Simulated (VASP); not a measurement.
# Which native defect does Sb2Pt (Geversite) form most easily?, part 5 of 6

Which native defect is cheapest in Sb2Pt (Geversite), and how does that change with the growth condition? The start is a cell from a database of measured crystal structures.

VASP 6.6.1, plane waves and PAW; the level of theory is named at each step.

So far, formation energy of the neutral defect (eV): step 7 (energies of this defect, 47 atoms, defect vacancy, element …) 3.32.

## 8. Relaxing the defect, 47 atoms, defect Sb vacancy

This step: PBEsol; plane waves and PAW (Pt, Sb) (VASP 6.6.1).

System of this step: Sb31Pt16 (Geversite). The cell holds 47 atoms: 16 Pt and 31 Sb. Cell: a = 11.189 Å, b = 11.189 Å, c = 11.189 Å, α = 109.5°, β = 109.5°, γ = 109.5°. It derives from Sb2Pt (Geversite). Nearest the centre at fractional (0.500, 0.625, 0.250): Pt6 at 2.68 Å, Pt14 at 2.68 Å, Pt9 at 2.68 Å, Sb35 at 2.80 Å, Sb36 at 3.61 Å, Sb42 at 3.61 Å, Sb45 at 3.61 Å, Sb40 at 3.61 Å.

The input, INCAR:

```
SYSTEM = Sb31Pt16
PREC = Normal
ENCUT = 300
EDIFF = 1E-05
NELM = 120
ISMEAR = 1
SIGMA = 0.2
LREAL = Auto
ALGO = Fast
GGA = PS
NBANDS = 192
LASPH = .TRUE.
LORBIT = 11
LWAVE = .FALSE.
LCHARG = .TRUE.
KPAR = 4
NCORE = 2
IBRION = 2
NSW = 50
ISIF = 2
EDIFFG = -0.03
POTIM = 0.4
MAXMIX = 40
ISYM = 2
```

The input, POSCAR:

```
Sb31Pt16
1.0
   -6.4602121530      6.4602121530      6.4602121530
    6.4602121530     -6.4602121530      6.4602121530
    6.4602121530      6.4602121530     -6.4602121530
Pt Sb
16 31
Direct
    0.5000000000      0.2500000000      0.2500000000
    0.0000000000      0.7500000000      0.2500000000
    0.0000000000      0.2500000000      0.7500000000
    0.5000000000      0.7500000000      0.7500000000
    0.2500000000      0.2500000000      0.5000000000
    0.7500000000      0.7500000000      0.5000000000
    0.7500000000      0.2500000000      0.0000000000
    0.2500000000      0.7500000000      0.0000000000
    0.2500000000      0.5000000000      0.2500000000
    0.7500000000      0.0000000000      0.2500000000
    0.7500000000      0.5000000000      0.7500000000
    0.2500000000      0.0000000000      0.7500000000
    0.0000000000      0.0000000000      0.0000000000
    0.5000000000      0.5000000000      0.0000000000
    0.5000000000      0.0000000000      0.5000000000
    0.0000000000      0.5000000000      0.5000000000
    0.0000000000      0.1248077900      0.2500000000
    0.0000000000      0.6248077900      0.7500000000
    0.5000000000      0.1248077900      0.7500000000
    0.6248077900      0.2500000000      0.5000000000
    0.1248077900      0.7500000000      0.5000000000
    0.1248077900      0.2500000000      0.0000000000
    0.6248077900      0.7500000000      0.0000000000
    0.2500000000      0.5000000000      0.6248077900
    0.7500000000      0.0000000000      0.6248077900
    0.7500000000      0.5000000000      0.1248077900
    0.2500000000      0.0000000000      0.1248077900
    0.6251922100      0.6251922100      0.6251922100
    0.1251922100      0.1251922100      0.6251922100
    0.1251922100      0.6251922100      0.1251922100
    0.6251922100      0.1251922100      0.1251922100
    0.5000000000      0.3751922100      0.7500000000
    0.0000000000      0.8751922100      0.7500000000
    0.0000000000      0.3751922100      0.2500000000
    0.5000000000      0.8751922100      0.2500000000
    0.3751922100      0.7500000000      0.5000000000
    0.8751922100      0.2500000000      0.5000000000
    0.8751922100      0.7500000000      0.0000000000
    0.3751922100      0.2500000000      0.0000000000
    0.7500000000      0.5000000000      0.3751922100
    0.2500000000      0.0000000000      0.3751922100
    0.2500000000      0.5000000000      0.8751922100
    0.7500000000      0.0000000000      0.8751922100
    0.3748077900      0.3748077900      0.3748077900
    0.8748077900      0.8748077900      0.3748077900
    0.8748077900      0.3748077900      0.8748077900
    0.3748077900      0.8748077900      0.8748077900
```

The input, KPOINTS:

```
Automatic mesh
0
Gamma
3 3 3
0 0 0
```

Potentials, in the order of the species: Pt and Sb (PBE family, release 64).

The run is started by

```
> mpirun -np 8 vasp_std
```

Log:

```text
[... set-up lines as in an earlier step ...]
 entering main loop
       N       E                     dE             d eps       ncg     rms          rms(c)
DAV:   1     0.140173276373E+04    0.14017E+04   -0.88349E+04  2304   0.894E+02
DAV:   2    -0.168061574447E+03   -0.15698E+04   -0.15028E+04  2656   0.210E+02
DAV:   3    -0.279318011286E+03   -0.11126E+03   -0.10819E+03  2704   0.576E+01
DAV:   4    -0.282481094332E+03   -0.31631E+01   -0.31216E+01  2792   0.960E+00
DAV:   5    -0.282600076803E+03   -0.11898E+00   -0.11873E+00  2912   0.179E+00    0.347E+01
RMM:   6    -0.275761370360E+03    0.68387E+01   -0.44865E+01  2304   0.127E+01    0.147E+01
RMM:   7    -0.274081388143E+03    0.16800E+01   -0.49847E+00  2304   0.430E+00    0.836E+00
RMM:   8    -0.273735047423E+03    0.34634E+00   -0.11592E+00  2304   0.192E+00    0.183E+00
RMM:   9    -0.273707268318E+03    0.27779E-01   -0.32606E-01  2321   0.104E+00    0.616E-01
RMM:  10    -0.273715078921E+03   -0.78106E-02   -0.12389E-01  2743   0.503E-01    0.527E-01
RMM:  11    -0.273715015108E+03    0.63813E-04   -0.20112E-02  2312   0.285E-01    0.183E-01
RMM:  12    -0.273715099789E+03   -0.84680E-04   -0.63192E-03  2538   0.121E-01    0.808E-02
RMM:  13    -0.273715111904E+03   -0.12115E-04   -0.14892E-03  2468   0.686E-02    0.410E-02
RMM:  14    -0.273715126327E+03   -0.14423E-04   -0.32427E-04  2580   0.282E-02    0.245E-02
RMM:  15    -0.273715121471E+03    0.48555E-05   -0.62476E-05  1892   0.123E-02
   1 F= -.27371512E+03 E0= -.27371695E+03  d E =-.273715E+03
 curvature:   0.00 expect dE= 0.000E+00 dE for cont linesearch  0.000E+00
 trial: gam= 0.00000 g(F)=  0.136E+00 g(S)=  0.000E+00 ort = 0.000E+00 (trialstep = 0.100E+01)
 search vector abs. value=  0.136E+00
 bond charge predicted
       N       E                     dE             d eps       ncg     rms          rms(c)
DAV:   1    -0.273804878235E+03   -0.89752E-01   -0.77282E+00  2480   0.483E+00    0.529E-01
RMM:   2    -0.273819384032E+03   -0.14506E-01   -0.17296E-01  2305   0.974E-01    0.261E-01
RMM:   3    -0.273822365616E+03   -0.29816E-02   -0.33495E-02  2390   0.415E-01    0.155E-01
RMM:   4    -0.273822821024E+03   -0.45541E-03   -0.79221E-03  2615   0.187E-01    0.118E-01
RMM:   5    -0.273822729363E+03    0.91661E-04   -0.15821E-03  2358   0.865E-02    0.466E-02
RMM:   6    -0.273822717809E+03    0.11554E-04   -0.48940E-04  2485   0.438E-02    0.203E-02
RMM:   7    -0.273822722326E+03   -0.45175E-05   -0.14547E-04  2204   0.208E-02    0.896E-03
RMM:   8    -0.273822724024E+03   -0.16974E-05   -0.34762E-05  1658   0.109E-02
   2 F= -.27382272E+03 E0= -.27382380E+03  d E =-.107603E+00
[... from here on, the cycles between the ionic steps are left out ...]
   3 F= -.27387498E+03 E0= -.27387504E+03  d E =-.159856E+00
   4 F= -.27387582E+03 E0= -.27387573E+03  d E =-.160700E+00
   5 F= -.27391949E+03 E0= -.27391944E+03  d E =-.436725E-01
   6 F= -.27397706E+03 E0= -.27397768E+03  d E =-.101242E+00
   7 F= -.27401293E+03 E0= -.27401446E+03  d E =-.358655E-01
   8 F= -.27402676E+03 E0= -.27402934E+03  d E =-.496968E-01
   9 F= -.27402685E+03 E0= -.27402968E+03  d E =-.497904E-01
  10 F= -.27404354E+03 E0= -.27404752E+03  d E =-.166889E-01
  11 F= -.27404481E+03 E0= -.27404905E+03  d E =-.179537E-01
  12 F= -.27404474E+03 E0= -.27404949E+03  d E =-.178828E-01
  13 F= -.27405615E+03 E0= -.27406155E+03  d E =-.114128E-01
  14 F= -.27405788E+03 E0= -.27406356E+03  d E =-.131481E-01
  15 F= -.27406277E+03 E0= -.27406859E+03  d E =-.488974E-02
  16 F= -.27406312E+03 E0= -.27406898E+03  d E =-.523647E-02
 curvature:  -1.84 expect dE=-0.299E-02 dE for cont linesearch -0.213E-06
 trial: gam= 0.56771 g(F)=  0.163E-02 g(S)=  0.000E+00 ort =-0.212E-04 (trialstep = 0.245E+01)
 search vector abs. value=  0.285E-02
 bond charge predicted
       N       E                     dE             d eps       ncg     rms          rms(c)
DAV:   1    -0.274063280103E+03   -0.16030E-03   -0.11112E+00  2304   0.186E+00    0.143E-01
RMM:   2    -0.274065125932E+03   -0.18458E-02   -0.19674E-02  2304   0.360E-01    0.958E-02
RMM:   3    -0.274065408365E+03   -0.28243E-03   -0.34755E-03  2339   0.150E-01    0.684E-02
RMM:   4    -0.274065499410E+03   -0.91045E-04   -0.92161E-04  2512   0.696E-02    0.663E-02
RMM:   5    -0.274065508933E+03   -0.95225E-05   -0.26378E-04  2256   0.355E-02    0.527E-02
RMM:   6    -0.274065500002E+03    0.89305E-05   -0.11816E-04  2217   0.221E-02    0.398E-02
RMM:   7    -0.274065497669E+03    0.23335E-05   -0.52632E-05  1946   0.145E-02
  17 F= -.27406550E+03 E0= -.27407161E+03  d E =-.237629E-02
 trial-energy change:   -0.002376  1 .order   -0.002137   -0.003966   -0.000308
 step:   2.5976(harm=  2.6582)  dis= 0.00780  next Energy=  -274.065507 (dE=-0.239E-02)
 reached required accuracy - stopping structural energy minimisation
```

Wall time 9.3 min (8 MPI ranks of AMD EPYC 9R45, shared host); peak memory 3.2 GiB.

OUTCAR, selected parts (step 8):

```text
   NELECT =     315.0000    total number of electrons

 E-fermi :   8.7186

 k-point     1 :       0.0000    0.0000    0.0000
  band No.  band energies     occupation
    ...
    156       8.2581      2.00535
    157       8.4418      2.06468
    158       8.5606      1.97493
    159       8.7706      0.57607
    160       8.7706      0.57603
    161       9.1189     -0.01591
    162       9.1189     -0.01591
    163       9.5858     -0.00000
    164       9.7051     -0.00000
    165      10.4425     -0.00000
    ...

  Total       -6.5038205     -6.5038205     -6.5038205      1.5289948      1.5289948     -1.5289948
  in kB       -9.6622617     -9.6622617     -9.6622617      2.2715183      2.2715183     -2.2715183
  external PRESSURE =      -9.6622617 kB  Pullay stress =       0.0000000 kB

 POSITION                                       TOTAL-FORCE (eV/Angst)
 -----------------------------------------------------------------------------------
      0.01803      3.21208      3.24813        -0.007670      0.007670     -0.007670
      0.00773      3.22082      9.69813         0.005978     -0.001347     -0.009346
      0.00929      9.68250      3.23784         0.001347      0.009346      0.005978
      6.46803      3.22237      3.23940        -0.009346     -0.005978      0.001347
      3.23749      3.21571      0.02724         0.018587     -0.000990      0.003394
      3.28373      3.29065      6.50086         0.017054      0.005931      0.007568
      3.23702      9.67560     -0.01063         0.004488     -0.014362      0.000230
      3.23100     -3.19133      6.45659        -0.009325     -0.017122     -0.007393
      3.27075     -0.05362      3.16956         0.007568     -0.017054     -0.005931
      3.22649     -0.00090      9.65154        -0.007393      0.009325      0.017122
      3.21948      6.45330      3.24483         0.000230     -0.004488      0.014362
      3.25735      6.45283     -3.21571         0.003394     -0.018587      0.000990
      0.01472      0.01063      0.00692         0.014362     -0.000230      0.004488
      6.39967      6.41957      0.05362        -0.005931     -0.007568      0.017054
      6.42144      0.00362      6.46111         0.017122      0.007393     -0.009325
      0.01439      6.43297      6.46759         0.000990     -0.003394      0.018587
     -4.03365      7.28112      5.63236        -0.004032      0.002127     -0.003019
      8.86941      0.82785     -0.80354        -0.002127      0.003019     -0.004032
      2.40226      7.26375     -0.82091        -0.003019      0.004032     -0.002127
      0.77767      5.62639      2.40433         0.008964     -0.000440     -0.003957
      7.26789     -0.80782      2.44845         0.018118      0.004626     -0.003923
      0.83882     -0.82045      2.42159         0.006318      0.000351     -0.014429
      7.25529      5.62956      2.42673         0.008689     -0.005518     -0.001270
      5.67856      2.42243      0.80782        -0.003923     -0.018118     -0.004626
[...]
-----------------------------------------------------------------------------------
    total drift:                                0.052058     -0.051945      0.052072

  FREE ENERGIE OF THE ION-ELECTRON SYSTEM (eV)
  ---------------------------------------------------
  free  energy   TOTEN  =      -274.0654976689 eV

  energy  without entropy=     -274.0838352768  energy(sigma->0) =     -274.07161020

[... 7 parts as in an earlier step ...]

[... 11 further parts left out ...]
```

This run has no spin polarisation. Its electron count is odd, so without a moment it is a metal by construction. The run keeps the 3 symmetry operations of its start, so it cannot find a distortion of lower symmetry.

Relaxation path:

```tsv
step	energy less that of the first step (eV)	largest force (eV/Å)
1	0.0000	0.6499
2	-0.1076	0.5972
3	-0.1599	0.5232
4	-0.1607	0.5099
5	-0.2044	0.4984
6	-0.2619	0.3865
7	-0.2978	0.3440
8	-0.3116	0.2929
9	-0.3117	0.2323
10	-0.3284	0.0979
11	-0.3297	0.0928
12	-0.3296	0.1012
13	-0.3410	0.0631
14	-0.3428	0.0682
15	-0.3477	0.0599
16	-0.3480	0.0518
17	-0.3504	0.0291
```

The atoms that moved most (Å):

```tsv
atom	dx	dy	dz	length
Sb35	-0.268	0.268	-0.268	0.464
Pt14	-0.061	-0.041	0.054	0.091
Pt6	0.054	0.061	0.041	0.091
Pt9	0.041	-0.054	-0.061	0.091
Sb44	0.019	-0.050	0.061	0.081
Sb39	0.061	-0.019	0.050	0.081
Sb40	0.050	-0.061	0.019	0.081
Sb32	-0.052	-0.021	0.040	0.069
```

Numbers from this step:

```yaml
electronic_cycles: 141
electrons: 315
free_energy_toten: -274.0655 eV
energy_at_zero_smearing: -274.0716 eV
fermi_energy: 8.719 eV
```

Valence density in the bc plane at fractional x = 0.500, through the centre, with atoms of Pt and Sb within 0.45 Å of it. It is the smooth field of the valence electrons, not physical close to the nuclei.

Values in e/Å³, 13 rows by 16 columns, each cell a mean:
```
 0.2  0.1  0.1  0.1  0.1  0.1  0.6  2.1  1.9  0.6  0.3  0.2  0.1  0.1  0.2  0.3
 0.1  0.1  0.2  0.1  0.1  0.1  0.4  0.6  0.3  0.2  0.2  0.3  0.4  0.3  0.2  0.2
 0.2  0.3  0.2  0.3  0.3  0.3  0.2  0.3  0.1  0.1  0.3  1.2  2.1  0.9  0.2  0.1
 0.3  0.1  0.1  0.4  0.4  0.1  0.1  0.3  0.1  0.1  0.6  2.2  2.3  0.7  0.1  0.1
 0.3  0.4  0.2  0.1  0.2  0.3  0.2  0.1  0.1  0.2  0.3  0.6  0.5  0.2  0.1  0.1
 1.4  0.7  0.2  0.1  0.1  0.1  0.1  0.1  0.3  0.3  0.2  0.2  0.2  0.3  0.3  0.8
 2.6  0.8  0.2  0.2  0.1  0.1  0.1  0.3  0.3  0.2  0.1  0.1  0.2  0.2  0.6  2.4
 0.7  0.3  0.2  0.3  0.2  0.2  0.2  0.3  0.2  0.1  0.0  0.0  0.1  0.2  0.5  1.0
 0.1  0.1  0.2  0.5  1.0  0.6  0.2  0.1  0.0  0.0  0.0  0.1  0.2  0.3  0.4  0.2
 0.0  0.1  0.4  2.0  2.8  1.0  0.1  0.0  0.0  0.0  0.0  0.2  0.3 -0.1  0.3  0.2
 0.1  0.1  0.5  1.4  1.2  0.4  0.1  0.0  0.0  0.0  0.1  0.2  0.3  0.2  0.2  0.1
 0.2  0.2  0.2  0.2  0.3  0.2  0.2  0.2  0.4  0.2  0.1  0.1  0.1  0.1  0.1  0.1
 0.3  0.2  0.1  0.1  0.2  0.2  0.4  1.6  2.4  0.9  0.2  0.1  0.1  0.1  0.1  0.2
```
Columns run along b (11.2 Å), rows up along c (11.2 Å). Atoms in or near the plane, at fractional coordinates: Pt at (0.25, 0.25), Pt at (0.75, 0.75), Pt at (0.50, 0.99), Pt at (0.00, 0.50), Sb at (0.12, 0.75), Sb at (0.37, 0.74), Sb at (0.83, 0.25).

The run ended after 17 ionic steps, 0.350 eV below its first step, once the forces on the free atoms met EDIFFG = -0.03.

The 4 first neighbours (Pt and Sb) lie 2.71 Å from the site on average (2.68 to 2.80) in the perfect crystal and 2.66 Å on average after the relaxation (-2.0 %, spread from 2.34 to 2.76 Å).

## 9. Energies of this defect, 47 atoms, defect vacancy, element Sb

This step: point defect, PBEsol; plane waves and PAW (VASP 6.6.1).

Derived from the runs above.

This step gave:

| Quantity | Value |
| --- | --- |
| formation energy of the neutral defect | 3.070 eV |

Formation energy:

```tsv
formation energy (eV)	largest move (Å)
3.07	0.4639
```

E_f is E(defect cell) less E(perfect cell), corrected for the atoms exchanged with their references.

References, in eV an atom: Pt -6.972 (crystal Fm-3m) and Sb -4.560 (crystal R-3m). They were run at the supercell's cutoff and functional, without U, and count both elements from their own phases.

The formation energy is 3.070 eV, and the largest move of an atom 0.46 Å.

## 10. The defect cell, 48 atoms, defect Pt on the Sb site

This step: PBEsol; plane waves and PAW (Pt, Sb) (VASP 6.6.1).

System of this step: Sb31Pt17 (Geversite). The cell holds 48 atoms: 17 Pt and 31 Sb. Cell: a = 11.189 Å, b = 11.189 Å, c = 11.189 Å, α = 109.5°, β = 109.5°, γ = 109.5°. It derives from Sb2Pt (Geversite). Nearest the centre at fractional (0.500, 0.625, 0.250): Pt17 at 0.00 Å, Pt6 at 2.68 Å, Pt14 at 2.68 Å, Pt9 at 2.68 Å, Sb36 at 2.80 Å, Sb37 at 3.61 Å, Sb43 at 3.61 Å, Sb46 at 3.61 Å.

Edit INCAR of step 8 so:

```diff
@@ -1,2 +1,2 @@
-SYSTEM = Sb31Pt16
+SYSTEM = Sb31Pt17
 PREC = Normal
@@ -10,3 +10,3 @@
 GGA = PS
-NBANDS = 192
+NBANDS = 200
 LASPH = .TRUE.
```

Edit POSCAR of step 8 so:

```diff
@@ -1,2 +1,2 @@
-Sb31Pt16
+Sb31Pt17
 1.0
@@ -6,3 +6,3 @@
 Pt Sb
-16 31
+17 31
 Direct
@@ -24,2 +24,3 @@
     0.0000000000      0.5000000000      0.5000000000
+    0.5000000000      0.6248077900      0.2500000000
     0.0000000000      0.1248077900      0.2500000000
```

KPOINTS is that of step 8.

The run is started by

```
> mpirun -np 8 vasp_std
```

Log:

```text
[... set-up lines as in an earlier step ...]
 entering main loop
       N       E                     dE             d eps       ncg     rms          rms(c)
DAV:   1     0.143725605509E+04    0.14373E+04   -0.91350E+04  2400   0.888E+02
DAV:   2    -0.175420722316E+03   -0.16127E+04   -0.15363E+04  2752   0.210E+02
DAV:   3    -0.288050896861E+03   -0.11263E+03   -0.10919E+03  2816   0.570E+01
DAV:   4    -0.291223050129E+03   -0.31722E+01   -0.31319E+01  2816   0.953E+00
[...]
RMM:  14    -0.281904172186E+03   -0.10135E-03   -0.10345E-03  2851   0.401E-02    0.289E-02
RMM:  15    -0.281904167279E+03    0.49066E-05   -0.10160E-04  2297   0.151E-02    0.172E-02
RMM:  16    -0.281904157403E+03    0.98764E-05   -0.20372E-05  1482   0.822E-03
   1 F= -.28190416E+03 E0= -.28190348E+03  d E =-.281904E+03
[... from here on, the cycles between the ionic steps are left out ...]
   2 F= -.28204271E+03 E0= -.28204251E+03  d E =-.138554E+00
   3 F= -.28212792E+03 E0= -.28212880E+03  d E =-.223765E+00
   4 F= -.28213125E+03 E0= -.28213192E+03  d E =-.227095E+00
   5 F= -.28215030E+03 E0= -.28215104E+03  d E =-.190493E-01
   6 F= -.28215696E+03 E0= -.28215777E+03  d E =-.257096E-01
   7 F= -.28216874E+03 E0= -.28216922E+03  d E =-.117750E-01
   8 F= -.28217573E+03 E0= -.28217573E+03  d E =-.187642E-01
   9 F= -.28218274E+03 E0= -.28218260E+03  d E =-.700954E-02
  10 F= -.28218273E+03 E0= -.28218259E+03  d E =-.700704E-02
  11 F= -.28218563E+03 E0= -.28218558E+03  d E =-.290075E-02
  12 F= -.28218578E+03 E0= -.28218574E+03  d E =-.304275E-02
  13 F= -.28218703E+03 E0= -.28218688E+03  d E =-.125475E-02
  14 F= -.28218722E+03 E0= -.28218702E+03  d E =-.143886E-02
  15 F= -.28218804E+03 E0= -.28218778E+03  d E =-.829052E-03
 trial-energy change:   -0.000829  1 .order   -0.000675   -0.000972   -0.000379
 step:   1.3960(harm=  1.8745)  dis= 0.00388  next Energy=  -282.188088 (dE=-0.872E-03)
 reached required accuracy - stopping structural energy minimisation
```

Run time: 7.4 min. Hardware: 8 MPI ranks; peak memory 3.1 GiB.

OUTCAR, selected parts (step 10):

```text
  Total       -7.3965111     -7.3965111     -7.3965111      0.1258734      0.1258734     -0.1258734
  in kB      -10.9884684    -10.9884684    -10.9884684      0.1870012      0.1870012     -0.1870012
  external PRESSURE =     -10.9884684 kB  Pullay stress =       0.0000000 kB

 POSITION                                       TOTAL-FORCE (eV/Angst)
 -----------------------------------------------------------------------------------
      0.00376      3.22635      3.23386         0.007456     -0.007456      0.007456
      0.00575      3.22445      9.68553         0.006113      0.001092      0.010188
      6.46587      3.23490     -3.22435        -0.001092     -0.010188      0.006113
      6.45542      3.22435      3.23576         0.010188     -0.006113     -0.001092
      3.23559      3.22097      0.01186        -0.004714      0.001549     -0.020632
      3.26834      3.23194      6.47246        -0.004465      0.015820     -0.007492
      3.22717      9.68705     -0.00823         0.007012     -0.002440      0.000123
      3.22699     -3.21315      6.45711         0.001088     -0.007322     -0.002500
      3.24236     -0.03823      3.22827        -0.007492      0.004465     -0.015820
      3.22700      0.00311      9.67336        -0.002500     -0.001088      0.007322
      3.22187      6.46315      3.23337         0.000123     -0.007012      0.002440
      3.24197      6.45473     -3.22097        -0.020632      0.004714     -0.001549
      0.00326      0.00823     -0.00294         0.002440     -0.000123      0.007012
      6.45838      6.44796      0.03823        -0.015820      0.007492     -0.004465
[...]
-----------------------------------------------------------------------------------
    total drift:                                0.009026     -0.009186      0.008905

  FREE ENERGIE OF THE ION-ELECTRON SYSTEM (eV)
  ---------------------------------------------------
  free  energy   TOTEN  =      -282.1880440778 eV

  energy  without entropy=     -282.1872514568  energy(sigma->0) =     -282.18777987

[... 2 parts as in an earlier step ...]

[... 2 further parts left out ...]
[key lines of the parts left out:]
E-fermi :   9.0688
```

The steps of the relaxation:

```tsv
step	energy less that of the first step (eV)	largest force (eV/Å)
1	0.0000	1.5625
2	-0.1386	1.1774
3	-0.2238	0.3189
4	-0.2271	0.2664
5	-0.2461	0.2059
6	-0.2528	0.3301
7	-0.2646	0.2633
8	-0.2716	0.1428
9	-0.2786	0.1163
10	-0.2786	0.1142
11	-0.2815	0.0497
12	-0.2816	0.0649
13	-0.2829	0.0454
14	-0.2831	0.0415
15	-0.2839	0.0242
```

The atoms that moved most (Å):

```tsv
atom	dx	dy	dz	length
Sb36	-0.148	0.148	-0.148	0.256
Sb45	0.001	-0.028	0.042	0.050
Sb40	0.042	-0.001	0.028	0.050
Sb41	0.028	-0.042	0.001	0.050
Sb37	-0.037	0.016	0.027	0.048
Sb46	-0.016	-0.027	-0.037	0.048
Sb43	0.027	0.037	-0.016	0.048
Pt9	0.012	-0.038	-0.002	0.040
```

The run ended after 15 ionic steps, 0.284 eV below its first step, once the forces on the free atoms met EDIFFG = -0.03.

The 4 first neighbours (Pt and Sb) lie 2.71 Å from the site on average (2.68 to 2.80) in the perfect crystal and 2.66 Å on average from the atom on it after the relaxation (-1.7 %, spread from 2.58 to 2.69 Å).

(Continued in part 6 of 6.)

[Lines on the potential files, build, host, timing and source positions are cut from VASP's logs without a mark.]

[Logs are printed without paths, hosts, clocks, repeated set-up lines and the standing remarks that a program may print on its own settings, such as how far it seeks lower states.]

[Hosts, paths, dates, database ids (printed as entryN), source tags and the programs' standing remarks are cut or masked in the printed files.]

[In band tables of VASP the shares of atoms and orbitals are scaled to a sum of 1 inside the atoms' spheres.]

[Runs that stopped without an error message from VASP are left out.]
